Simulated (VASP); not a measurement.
Level of theory: PBEsol GGA, VASP's PBE PAW potentials (set 64) (plane waves; VASP 6.6.1).

The input files of a VASP run:

File POSCAR:
```
HgTe
1
    3.5677961061     0.0000000000     0.0000000000
   -0.0000000000     3.5677961061     0.0000000000
   -0.0000000000     0.0000000000     3.5677961061
Hg Te
1 1
Direct
  0.0000000000   0.0000000000   0.0000000000
  0.5000000000   0.5000000000   0.5000000000
```

File KPOINTS:
```
Automatic mesh
0
Gamma
10 10 10
0 0 0
```

**INCAR**
```
# general
SYSTEM  = HgTe
PREC    = Accurate
ENCUT   = 500   # plane-wave cut-off (eV)
LREAL   = .FALSE.
LASPH   = .TRUE.

# electronic loop
EDIFF   = 1E-6   # SCF stop (eV)
NELM    = 100
ALGO    = Normal   # blocked Davidson
LMAXMIX = 6

# smearing
ISMEAR  = 1
SIGMA   = 0.1   # width (eV)

# functional
GGA     = PS   # PBEsol

# ions
IBRION  = 2   # conjugate gradients
NSW     = 40
ISIF    = 3
EDIFFG  = -0.02   # ionic stop
PSTRESS = 100   # kbar

# output
LWAVE   = .FALSE.
LCHARG  = .FALSE.
```

POTCAR, in this order: Hg Te (PBE.64 set). Program: vasp_std.

Output

OSZICAR:
```
       N       E                     dE             d eps       ncg     rms          rms(c)
DAV:   1     0.104303195220E+03    0.10430E+03   -0.86460E+03  1480   0.123E+03
DAV:   2    -0.287273115551E+00   -0.10459E+03   -0.99127E+02  1651   0.274E+02
DAV:   3    -0.364937176312E+01   -0.33621E+01   -0.33315E+01  1721   0.507E+01
DAV:   4    -0.366820554946E+01   -0.18834E-01   -0.18831E-01  1616   0.392E+00
DAV:   5    -0.366844942547E+01   -0.24388E-03   -0.24387E-03  1736   0.451E-01    0.112E+01
DAV:   6    -0.355212005713E+01    0.11633E+00   -0.30814E-01  1611   0.845E+00    0.777E+00
DAV:   7    -0.354572783556E+01    0.63922E-02   -0.58389E-02  1626   0.228E+00    0.140E+00
DAV:   8    -0.354444051198E+01    0.12873E-02   -0.10026E-02  1526   0.148E+00    0.275E-01
DAV:   9    -0.354440850916E+01    0.32003E-04   -0.52526E-04  1661   0.263E-01    0.565E-02
DAV:  10    -0.354441313892E+01   -0.46298E-05   -0.14948E-05  1606   0.406E-02    0.279E-02
DAV:  11    -0.354441524295E+01   -0.21040E-05   -0.15516E-06  1217   0.151E-02    0.760E-03
DAV:  12    -0.354441512042E+01    0.12253E-06   -0.39382E-07   808   0.917E-03
   1 F= -.70983003E+00 E0= -.70970923E+00  d E =-.709830E+00
```

**OUTCAR**
```
------------------------ aborting loop because EDIFF is reached ----------------------------------------
  FORCE on cell =-STRESS in cart. coord.  units (eV):
  Direction    XX          YY          ZZ          XY          YZ          ZX
  --------------------------------------------------------------------------------------
  Total        2.8196693      2.8196693      2.8196693      0.0000000      0.0000000     -0.0000000
  in kB       99.4737932     99.4737932     99.4737932      0.0000000      0.0000000     -0.0000000
  external PRESSURE =      -0.5262068 kB  Pullay stress =     100.0000000 kB
  volume of cell :       45.42
      direct lattice vectors                 reciprocal lattice vectors
     3.567796106  0.000000000  0.000000000     0.280285075  0.000000000  0.000000000
     0.000000000  3.567796106  0.000000000     0.000000000  0.280285075  0.000000000
     0.000000000  0.000000000  3.567796106     0.000000000  0.000000000  0.280285075
 POSITION                                       TOTAL-FORCE (eV/Angst)
 -----------------------------------------------------------------------------------
      0.00000      0.00000      0.00000         0.000000      0.000000      0.000000
      1.78390      1.78390      1.78390         0.000000      0.000000      0.000000
 -----------------------------------------------------------------------------------
    total drift:                               -0.000000      0.000000     -0.000000
  FREE ENERGIE OF THE ION-ELECTRON SYSTEM (eV)
  ---------------------------------------------------
  free  energy   TOTEN  =        -3.5444151204 eV

  energy  without entropy=       -3.5440527480  energy(sigma->0) =       -3.54429433
  enthalpy is  TOTEN    =        -0.7098300257 eV   P V=        2.8345850947

 reached required accuracy - stopping structural energy minimisation
```
(Selected blocks of OUTCAR.)

File OUTCAR:
```
 val. band max:        6.9171462192   @ k =   0.3000   0.0000   0.0000

 cond. band min:       6.9494534550   @ k =   0.4000   0.2000   0.1000


 Fermi energy:         6.9221528597

 k-point     1 :       0.0000    0.0000    0.0000
  band No.  band energies     occupation
      1      -6.8100      2.00000
      2      -0.4630      2.00000
      3      -0.4630      2.00000
      4       0.2971      2.00000
      5       0.2971      2.00000
      6       0.2971      2.00000
      7       5.1945      2.00000
      8       5.6105      2.00000
      9       5.6105      2.00000
     10       5.6105      2.00000
     11      12.4186      0.00000
     12      12.4186      0.00000
     13      18.0052      0.00000

 k-point     2 :       0.1000    0.0000    0.0000
  band No.  band energies     occupation
      1      -6.7068      2.00000
      2      -0.4532      2.00000
      3      -0.4389      2.00000
      4       0.2415      2.00000
      5       0.2415      2.00000
      6       0.2993      2.00000
      7       3.8786      2.00000
      8       5.7812      2.00000
      9       5.7812      2.00000
     10       6.6714      2.00224
     11      12.4160      0.00000
     12      12.9544      0.00000
     13      17.2159      0.00000

 k-point     3 :       0.2000    0.0000    0.0000
  band No.  band energies     occupation
      1      -6.4079      2.00000
      2      -0.4329      2.00000
      3      -0.4275      2.00000
      4       0.1050      2.00000
      5       0.1050      2.00000
      6       0.3051      2.00000
      7       2.4326      2.00000
      8       6.2526      2.00000
      9       6.2526      2.00000
     10       7.5717     -0.00000
     11      12.4086      0.00000
     12      14.0242      0.00000
     13      15.7015      0.00000

 k-point     4 :       0.3000    0.0000    0.0000
  band No.  band energies     occupation
      1      -5.9564      2.00000
      2      -0.6885      2.00000
      3      -0.3954      2.00000
...
```

Unless said otherwise, spin-orbit coupling is left out, though it shifts the bands of the heavy elements here.

The structure was generated: HgTe was put into the CsCl type type (Pm-3m), which need not be its known phase. It was relaxed first under an external pressure of 10 GPa.
